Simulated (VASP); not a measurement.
Given:

```
WTe
1.0
    0.00000     3.01329     3.01329
    3.01329     0.00000     3.01329
    3.01329     3.01329     0.00000
W Te
1 1
Direct
  0.00000   0.00000   0.00000
  0.25000   0.25000   0.25000
```

The numbers are results of PBEsol GGA, VASP's PBE PAW potentials (set 64) (plane waves; VASP), not measurements. Settings: 400 eV cut-off, Gaussian smearing of 0.050 eV, potentials W_sv Te.

Problem. Give the energies of bands 6 to 13 at the high-symmetry points, in eV from the Fermi level.

Solution. 
| band | Γ | X | U | L | W |
|---|---|---|---|---|---|
| 6 | -4.11 | -5.92 | -5.44 | -5.55 | -5.09 |
| 7 | -4.11 | -3.24 | -4.16 | -3.79 | -4.70 |
| 8 | -4.11 | -3.24 | -3.40 | -3.79 | -3.26 |
| 9 | -0.33 | -1.33 | -1.33 | -0.22 | -1.43 |
| 10 | -0.33 | -0.52 | -0.16 | -0.07 | -0.43 |
| 11 | 1.62 | 0.27 | -0.07 | -0.07 | 0.07 |
| 12 | 4.78 | 0.74 | 1.27 | 2.34 | 1.04 |
| 13 | 4.78 | 0.74 | 1.57 | 2.34 | 2.01 |

It has no gap at this level: it comes out as a metal or semimetal.

The structure was generated: WTe was put into the zinc blende type (F-43m), which need not be its known phase. It was relaxed first, which changed the volume by -34 %.
